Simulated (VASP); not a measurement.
# Sr3Pm (P6_3/mmc) in VASP: a series of runs

One crystal, Sr3Pm, is run at these levels: PBEsol; tasks: single point.

All numbers are computed with VASP 6.6.1; they aren't measurements. Logs are shortened: lines on timing, memory, paths and dates and some standing lists are left out, and cuts for length are marked.

## (1) The structure

It takes space group P6_3/mmc (No. 194, hexagonal). The conventional cell has a = 8.180 Å, b = 8.180 Å, c = 6.564 Å, α = 90.00°, β = 90.00°, γ = 120.00°. Pm (site symmetry -6m2) has 12 Sr at 4.00 to 4.09 Å as nearest neighbours. Sr (site symmetry mm2) is surrounded by 8 Sr at 3.97 to 4.21 Å and 4 Pm at 4.00 to 4.09 Å.

The cell comes from a database or a generator and needn't be the stable form of this composition.

## (2) Single point, PBEsol, collinear spin, ferromagnetic start

INCAR

```
  PREC = Accurate
  ENCUT = 520
  EDIFF = 1E-6
  ISMEAR = 0
  SIGMA = 0.05
  LREAL = False
  LASPH = True
  NELM = 150
  ALGO = Normal
  ISIF = 2
  LWAVE = False
  LCHARG = False
  ISPIN = 2
  MAGMOM = 4 4 0 0 0 0 0 0
  LORBIT = 11
  LMAXMIX = 6
  GGA = PS
```

KPOINTS

```
regular mesh
0
Gamma
  4 4 4
```

POSCAR

```
Sr3Pm
8.1796
    0.999999256064      0.000000000000      0.000000000000
   -0.499999628026      0.866024759511      0.000000000000
    0.000000000000      0.000000000000      0.802479094332
Pm Sr
2 6
Direct
    0.3333333333      0.6666666667      0.7500000000
    0.6666666667      0.3333333333      0.2500000000
    0.1715925050      0.3431850100      0.2500000000
    0.1715925050      0.8284074950      0.2500000000
    0.6568149900      0.8284074950      0.2500000000
    0.8284074950      0.6568149900      0.7500000000
    0.8284074950      0.1715925050      0.7500000000
    0.3431850100      0.1715925050      0.7500000000
```

Potentials or basis: VASP PAW PBE potentials, release 64 (Pm_3, Sr_sv), 4f in core.

Run with:

```sh
$ cat potpaw_PBE.64/Pm_3/POTCAR potpaw_PBE.64/Sr_sv/POTCAR > POTCAR
$ mpirun -np 1 vasp_std > vasp.out
```

OUTCAR:

```text
PREC = Accurate
   ENCUT = 520
   EDIFF = 1E-6
   ISMEAR = 0
   LREAL = False
   LASPH = True
   NELM = 150
   ISIF = 2
   ISPIN = 2
   LORBIT = 11
   GGA = PS

 ion  position               nearest neighbor table
   1  0.333  0.667  0.750-   4 4.00   4 4.00   3 4.00   3 4.00   5 4.00   5 4.00   8 4.09   6 4.09
                             7 4.09   7 4.09   8 4.09   6 4.09
   2  0.667  0.333  0.250-   7 4.00   7 4.00   6 4.00   6 4.00   8 4.00   8 4.00   5 4.09   3 4.09
                             4 4.09   4 4.09   5 4.09   3 4.09
   3  0.172  0.343  0.250-   4 3.97   5 3.97   1 4.00   1 4.00   8 4.08   8 4.08   7 4.08   7 4.08
                             2 4.09   2 4.09   4 4.21   5 4.21
   4  0.172  0.828  0.250-   3 3.97   5 3.97   1 4.00   1 4.00   8 4.08   8 4.08   6 4.08   6 4.08
                             2 4.09   2 4.09   3 4.21   5 4.21
   5  0.657  0.828  0.250-   3 3.97   4 3.97   1 4.00   1 4.00   7 4.08   7 4.08   6 4.08   6 4.08
                             2 4.09   2 4.09   3 4.21   4 4.21
   6  0.828  0.657  0.750-   7 3.97   8 3.97   2 4.00   2 4.00   5 4.08   5 4.08   4 4.08   4 4.08
                             1 4.09   1 4.09   7 4.21   8 4.21
   7  0.828  0.172  0.750-   6 3.97   8 3.97   2 4.00   2 4.00   5 4.08   5 4.08   3 4.08   3 4.08
                             1 4.09   1 4.09   6 4.21   8 4.21
   8  0.343  0.172  0.750-   6 3.97   7 3.97   2 4.00   2 4.00   4 4.08   4 4.08   3 4.08   3 4.08
                             1 4.09   1 4.09   6 4.21   7 4.21

  LATTYP: Found a hexagonal cell.
 ALAT       =     8.1795939149
 C/A-ratio  =     0.8024796913

  Lattice vectors:

 A1 = (   8.1795939149,   0.0000000000,   0.0000000000)
 A2 = (  -4.0897969574,   7.0837361229,   0.0000000000)
 A3 = (   0.0000000000,   0.0000000000,   6.5639580000)

Analysis of symmetry for initial positions (statically):
=====================================================================
 Subroutine PRICEL returns:
 Original cell was already a primitive cell.

 Routine SETGRP: Setting up the symmetry group for a
 hexagonal supercell.

 Subroutine GETGRP returns: Found 24 space group operations
 (whereof 12 operations were pure point group operations)
 out of a pool of 24 trial point group operations.

The static configuration has the point symmetry D_3d.
 The point group associated with its full space group is D_6h.

Analysis of symmetry for dynamics (positions and initial velocities):
=====================================================================
 Subroutine PRICEL returns:
 Original cell was already a primitive cell.

 Routine SETGRP: Setting up the symmetry group for a
 hexagonal supercell.

 Subroutine GETGRP returns: Found 24 space group operations
 (whereof 12 operations were pure point group operations)
 out of a pool of 24 trial point group operations.

The dynamic configuration has the point symmetry D_3d.
 The point group associated with its full space group is D_6h.

Analysis of structural, dynamic, and magnetic symmetry:
=====================================================================
 Subroutine PRICEL returns:
 Original cell was already a primitive cell.

 Routine SETGRP: Setting up the symmetry group for a
 hexagonal supercell.

 Subroutine GETGRP returns: Found 24 space group operations
 (whereof 12 operations were pure point group operations)
 out of a pool of 24 trial point group operations.

The overall configuration has the point symmetry D_3d.
 The point group associated with its full space group is D_6h.

 Subroutine INISYM returns: Found 24 space group operations
 (whereof 12 operations are pure point group operations),
 and found     1 'primitive' translations

----------------------------------------------------------------------------------------

                                     Primitive cell

  volume of cell :     380.3294

  direct lattice vectors                    reciprocal lattice vectors
     8.179593915  0.000000000  0.000000000     0.122255458  0.070584222  0.000000000
    -4.089796957  7.083736123  0.000000000     0.000000000  0.141168443  0.000000000
     0.000000000  0.000000000  6.563958000     0.000000000  0.000000000  0.152347105

  length of vectors
     8.179593915  8.179593915  6.563958000     0.141168443  0.141168443  0.152347105

  position of ions in fractional coordinates (direct lattice)
     0.333333333  0.666666667  0.750000000
     0.666666667  0.333333333  0.250000000
[... 67 lines left out ...]
   PREC   = accura    normal or accurate (medium, high low for compatibility)
   ISTART =      0    job   : 0-new  1-cont  2-samecut
   ICHARG =      2    charge: 1-file 2-atom 10-const
   ISPIN  =      2    spin polarized calculation?
   LNONCOLLINEAR =      F non collinear calculations
   LSORBIT =      F    spin-orbit coupling
   LASPH  =      T    aspherical Exc in radial PAW
   ENCUT  =  520.0 eV  38.22 Ry    6.18 a.u.  15.21 15.21 12.20*2*pi/ulx,y,z
   NELM   =    150;   NELMIN=  2; NELMDL= -5     # of ELM steps
   EDIFF  = 0.1E-05   stopping-criterion for ELM
   LREAL  =      F    real-space projection
   EDIFFG = 0.1E-04   stopping-criterion for IOM
   NSW    =      0    number of steps for IOM
   IBRION =     -1    ionic relax: 0-MD 1-quasi-New 2-CG
   NFREE  =      0    steps in history (QN), initial steepest desc. (CG)
   ISIF   =      2    stress and relaxation
   ISYM   =      2    0-nonsym 1-usesym 2-fastsym
   POTIM  = 0.5000    time-step for ionic-motion
   TEBEG  =    0.0;   TEEND  =   0.0 temperature during run
   PSTRESS=    0.0 pullay stress
   NELECT =      82.0000    total number of electrons
   NUPDOWN=      -1.0000    fix difference up-down
   EMIN   =  10.00;   EMAX   =-10.00  energy-range for DOS
   EFERMI =   0.00;   METHOD = LEGACY
   ISMEAR =     0;   SIGMA  =   0.05  broadening in eV -4-tet -1-fermi 0-gaus
   EFERMI_NEDOS =   21; number of points for ismear=-14 and -15
   IALGO  =     38    algorithm
   IMIX   =      4    mixing-type and parameters
     AMIX     =   0.40;   BMIX     =  1.00
     AMIX_MAG =   1.60;   BMIX_MAG =  1.00
  volume/ion in A,a.u.               =      47.54       320.82
  Fermi-wavevector in a.u.,A,eV,Ry     =   0.981656  1.855062 13.111243  0.963649
  Thomas-Fermi vector in A             =   2.112680
   LORBIT       =     11    0 simple, 1 ext, 2 COOP (PROOUT), +10 PAW based schemes
   GGA     = PS    functional components
   LHFCALC =     F    Hartree Fock is set to
   AEXX    =    0.0000 exact exchange contribution
   IVDW    =     0    specifies the selected vdW correction
   LEPSILON=     F    determine dielectric tensor
   LRPA    =     F    only Hartree local field effects (RPA)
 spin polarized calculation
 Gauss-broadening in eV      SIGMA  =   0.05
  energy-cutoff  :      520.00
  volume of cell :      380.33
 maximum number of plane-waves:     10278
 NGX is ok and might be reduce to    64
   NGX = 31   NGY = 31   NGZ = 25

 number of electron      82.0000002 magnetization       0.8181420

 Free energy of the ion-electron system (eV)
  ---------------------------------------------------
  ext. energy  EPLUGINS =         0.00000000
  ---------------------------------------------------
  free energy    TOTEN  =       -19.83840097 eV

  energy without entropy =      -19.81870326  energy(sigma->0) =      -19.82855212

 E-fermi :   1.8487     XC(G=0):  -8.0582

 val. band max:        1.8434508318   @ k =   0.0000   0.0000   0.2500
 cond. band min:       1.8510630261   @ k =   0.5000   0.0000   0.0000
 fundamental gap:      0.0076121942
 Fermi energy:         1.8486854144

 spin component 1

 k-point     1 :       0.0000    0.0000    0.0000
  band No.  band energies     occupation
      1     -38.5276      1.00000
      2     -38.5275      1.00000
      3     -34.2113      1.00000
      4     -34.1937      1.00000
      5     -34.1929      1.00000
      6     -34.1929      1.00000
[... 661 lines left out ...]
     52       3.0240      0.00000
     53       3.4245      0.00000
 Fermi energy:         1.8486854144

 spin component 2

 k-point     1 :       0.0000    0.0000    0.0000
  band No.  band energies     occupation
      1     -38.4840      1.00000
      2     -38.4839      1.00000
      3     -34.2016      1.00000
      4     -34.1840      1.00000
      5     -34.1833      1.00000
      6     -34.1833      1.00000
[... 661 lines left out ...]
     52       3.0917      0.00000
     53       3.4756      0.00000

------------------------ aborting loop because EDIFF is reached ----------------------------------------

  FORCE on cell =-STRESS in cart. coord.  units (eV):
  Direction    XX          YY          ZZ          XY          YZ          ZX
  --------------------------------------------------------------------------------------
  -------------------------------------------------------------------------------------
  Total       -2.1754307     -2.1754307     -1.6981496     -0.0000000      0.0000000      0.0000000
  in kB       -9.1642289     -9.1642289     -7.1536322     -0.0000000      0.0000000      0.0000000
  external PRESSURE =      -8.4940300 kB  Pullay stress =       0.0000000 kB

 VOLUME and BASIS-vectors are now :
 -----------------------------------------------------------------------------
  energy-cutoff  :      520.00
  volume of cell :      380.33
      direct lattice vectors                 reciprocal lattice vectors
     8.179593915  0.000000000  0.000000000     0.122255458  0.070584222  0.000000000
    -4.089796957  7.083736123  0.000000000     0.000000000  0.141168443  0.000000000
     0.000000000  0.000000000  6.563958000     0.000000000  0.000000000  0.152347105

 POSITION                                       TOTAL-FORCE (eV/Angst)
 -----------------------------------------------------------------------------------
     -0.00000      4.72249      4.92297        -0.000000      0.000000      0.000000
      4.08980      2.36125      1.64099        -0.000000      0.000000      0.000000
      0.00000      2.43103      1.64099         0.000000      0.043563      0.000000
     -1.98446      5.86822      1.64099         0.037726     -0.021781      0.000000
      1.98446      5.86822      1.64099        -0.037726     -0.021781      0.000000
      4.08980      4.65270      4.92297        -0.000000     -0.043563      0.000000
      6.07426      1.21552      4.92297        -0.037726      0.021781      0.000000
      2.10534      1.21552      4.92297         0.037726      0.021781      0.000000
 -----------------------------------------------------------------------------------
    total drift:                               -0.000001      0.000001     -0.000000

  FREE ENERGIE OF THE ION-ELECTRON SYSTEM (eV)
  ---------------------------------------------------
  free  energy   TOTEN  =       -19.8384009702 eV

  energy  without entropy=      -19.8187032623  energy(sigma->0) =      -19.82855212

 total charge

# of ion       s       p       d       tot
------------------------------------------
    1        2.255   5.993   0.918   9.166
    2        2.255   5.993   0.918   9.166
    3        2.064   5.688   0.167   7.920
    4        2.064   5.688   0.167   7.920
    5        2.064   5.688   0.167   7.920
    6        2.064   5.688   0.167   7.920
    7        2.064   5.688   0.167   7.920
    8        2.064   5.688   0.167   7.920
--------------------------------------------------
tot         16.897  46.112   2.841  65.850

 magnetization (x)

# of ion       s       p       d       tot
------------------------------------------
    1        0.003   0.008   0.111   0.122
    2        0.003   0.008   0.111   0.122
    3       -0.000   0.004   0.011   0.015
    4       -0.000   0.004   0.011   0.015
    5       -0.000   0.004   0.011   0.015
    6       -0.000   0.004   0.011   0.015
    7       -0.000   0.004   0.011   0.015
    8       -0.000   0.004   0.011   0.015
--------------------------------------------------
tot          0.005   0.039   0.290   0.335
```

It took 11 min on 1 thread of Intel Xeon 6975P-C (Granite Rapids), shared host; peak memory 0.82 GiB.

Results:

- Free energy: -19.8384 eV
- Pressure: -0.8 GPa
- Largest force: 0.044 eV/Å
- Band gap on the k mesh: none (metal or under the smearing width)
- Net moment: 0.82 μB per cell
- Site moments: Pm +0.12; Sr +0.01 μB
- Valence electrons inside the program's atomic spheres: Pm 9.17; Sr 7.92

Forces on the atoms (eV/Å):
```
Pm   0.000  0.000  0.000
Pm   0.000  0.000  0.000
Sr   0.000  0.044  0.000
Sr   0.038 -0.022  0.000
Sr  -0.038 -0.022  0.000
Sr   0.000 -0.044  0.000
Sr  -0.038  0.022  0.000
Sr   0.038  0.022  0.000
```

Caveat: the magnetic or orbital state may not be the lowest; the PAW data sets were made with another functional, which shifts forces and pressure a little; spin-orbit coupling is left out, which moves the levels of the heavy elements; the 4f electrons are frozen in the core as for a trivalent ion, so they carry no moment and show no levels. The state reached can hang on the start; a lower one may exist.

## (3) Single point, PBEsol, collinear spin, ferromagnetic start

run.py

```python
from ase.calculators.vasp import Vasp
from ase.dft.bandgap import bandgap
from ase.io import read

atoms = read('Sr3Pm.cif')
atoms.set_initial_magnetic_moments([4.0, 4.0, 0.0, 0.0, 0.0, 0.0, 0.0, 0.0])
calc = Vasp(
    directory='calc',
    xc='pbesol',
    pp='PBE',
    setups='materialsproject',
    prec='Accurate',
    encut=520,
    ediff=1e-06,
    ismear=0,
    sigma=0.05,
    lreal=False,
    lasph=True,
    nelm=120,
    algo='Normal',
    isif=2,
    lwave=False,
    lcharg=True,
    ispin=2,
    lorbit=11,
    lmaxmix=6,
    lelf=True,
    lvhar=True,
    kpts=[4, 4, 4],
    gamma=True,
    nbands=55,
)
atoms.calc = calc

print('energy (eV):', atoms.get_potential_energy())
print('free energy (eV):', atoms.get_potential_energy(force_consistent=True))
print('forces (eV/A):')
print(atoms.get_forces())
print('stress (eV/A^3, Voigt):', atoms.get_stress())
print('Fermi level (eV):', calc.get_fermi_level())
print('moment (muB):', atoms.get_magnetic_moment())
print('site moments (muB):', atoms.get_magnetic_moments())
gap, top, bottom = bandgap(calc)
print('band gap (eV):', gap, 'from (spin, k, band)', top, 'to', bottom)
```

Sr3Pm.cif

```cif
data_Sr3Pm
_cell_length_a 8.17959391
_cell_length_b 8.17959391
_cell_length_c 6.56395800
_cell_angle_alpha 90.00000000
_cell_angle_beta 90.00000000
_cell_angle_gamma 120.00000000
_space_group_name_H-M_alt 'P1'
_space_group_name_Hall 'P 1'
_space_group_IT_number 1
loop_
_space_group_symop_operation_xyz
'x,y,z'
loop_
_atom_site_label
_atom_site_type_symbol
_atom_site_symmetry_multiplicity
_atom_site_Wyckoff_symbol
_atom_site_fract_x
_atom_site_fract_y
_atom_site_fract_z
_atom_site_occupancy
Pm1 Pm 1 a 0.3333333333 0.6666666667 0.7500000000 1
Pm2 Pm 1 a 0.6666666667 0.3333333333 0.2500000000 1
Sr1 Sr 1 a 0.1715925050 0.3431850100 0.2500000000 1
Sr2 Sr 1 a 0.1715925050 0.8284074950 0.2500000000 1
Sr3 Sr 1 a 0.6568149900 0.8284074950 0.2500000000 1
Sr4 Sr 1 a 0.8284074950 0.6568149900 0.7500000000 1
Sr5 Sr 1 a 0.8284074950 0.1715925050 0.7500000000 1
Sr6 Sr 1 a 0.3431850100 0.1715925050 0.7500000000 1
```

Potentials or basis: VASP PAW PBE potentials, release 64 (Pm_3, Sr_sv), 4f in core.

Run with:

```sh
$ python run.py
```

The program printed:

```text
energy (eV): -19.82856168
free energy (eV): -19.83840073
forces (eV/A):
[[ 0.         -0.          0.        ]
 [ 0.          0.          0.        ]
 [ 0.          0.04371309  0.        ]
 [ 0.03785664 -0.02185654  0.        ]
 [-0.03785664 -0.02185654  0.        ]
 [-0.         -0.04371309  0.        ]
 [-0.03785664  0.02185654  0.        ]
 [ 0.03785664  0.02185654  0.        ]]
stress (eV/A^3, Voigt): [ 0.00571918  0.00571918  0.00446778  0.         -0.          0.        ]
Fermi level (eV): 1.84867012
moment (muB): 0.8227443
site moments (muB): [0.123 0.123 0.015 0.015 0.015 0.015 0.015 0.015]
band gap (eV): 0.0 from (spin, k, band) (None, None, None) to (None, None, None)
```

OUTCAR:

```text
ENCUT = 520.000000
   EDIFF = 1.00e-06
   GGA = PS
   PREC = Accurate
   ISIF = 2
   ISMEAR = 0
   ISPIN = 2
   LORBIT = 11
[... 1630 lines left out ...]
    8        2.064   5.688   0.167   7.920
--------------------------------------------------
tot         16.897  46.112   2.841  65.850

 magnetization (x)

# of ion       s       p       d       tot
------------------------------------------
    1        0.003   0.008   0.112   0.123
    2        0.003   0.008   0.112   0.123
    3       -0.000   0.004   0.011   0.015
    4       -0.000   0.004   0.011   0.015
    5       -0.000   0.004   0.011   0.015
    6       -0.000   0.004   0.011   0.015
    7       -0.000   0.004   0.011   0.015
    8       -0.000   0.004   0.011   0.015
--------------------------------------------------
tot          0.005   0.039   0.292   0.337
```

INCAR:

```text
ENCUT = 520.000000
SIGMA = 0.050000
EDIFF = 1.00e-06
ALGO = Normal
GGA = PS
PREC = Accurate
ISIF = 2
ISMEAR = 0
ISPIN = 2
LMAXMIX = 6
LORBIT = 11
NBANDS = 55
NELM = 120
LASPH = .TRUE.
LCHARG = .TRUE.
LELF = .TRUE.
LVHAR = .TRUE.
LWAVE = .FALSE.
LREAL = .FALSE.
MAGMOM = 2*4.0000 6*0.0000
```

Run time: 11 min. Hardware: 1 thread of Intel Xeon 6975P-C (Granite Rapids), shared host; peak memory 0.83 GiB.

Results:

| Quantity | Value |
| --- | --- |
| Free energy | -19.8384 eV |
| Pressure | -0.8 GPa |
| Largest force | 0.044 eV/Å |
| Band gap on the k mesh | none (metal or under the smearing width) |
| Net moment | 0.82 μB per cell |
| Site moments | Pm +0.12; Sr +0.01 μB |
| Valence electrons inside the program's atomic spheres | Pm 9.17; Sr 7.92 |

Forces on the atoms (eV/Å):
```
Pm   0.000  0.000  0.000
Pm   0.000  0.000  0.000
Sr   0.000  0.044  0.000
Sr   0.038 -0.022  0.000
Sr  -0.038 -0.022  0.000
Sr   0.000 -0.044  0.000
Sr  -0.038  0.022  0.000
Sr   0.038  0.022  0.000
```

Caveat: the magnetic or orbital state may not be the lowest; the PAW data sets were made with another functional, which shifts forces and pressure a little; spin-orbit coupling is left out, which moves the levels of the heavy elements; the 4f electrons are frozen in the core as for a trivalent ion, so they carry no moment and show no levels. The state reached can hang on the start; a lower one may exist.
